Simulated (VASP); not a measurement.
```
O2Si
1.0
    4.20537     0.00000     0.00000
    0.00000     4.20537     0.00000
    0.00000     0.00000     2.69585
Si O
2 4
Cartesian
  0.00000   0.00000   0.00000
  2.10268   2.10268   1.34793
  1.28689   1.28689   2.69585
  3.38958   0.81579   1.34793
  0.81579   3.38958   1.34793
  2.91847   2.91847   0.00000
```

Computed with rev-vdW-DF2, VASP's PBE PAW potentials (set 64) (plane waves; VASP). Numerical set-up: 520 eV cut-off, 6×6×9 Γ-centred mesh, tetrahedra with Blöchl corrections, potentials Si O.

Question: What does the run give for the energy per atom (σ→0), band gap (on the k-mesh) with the smallest direct gap where there is one?

Answer: 
```yaml
band gap (on the k-mesh): 5.28 eV
smallest direct gap (on the k-mesh): 5.28 eV
energy per atom (σ→0): -6583 meV/atom
```

The absolute energy has meaning only against runs of the same code, potentials and settings.

The compound is SiO2 in the rutile structure, stishovite, a high-pressure form. It was relaxed first.
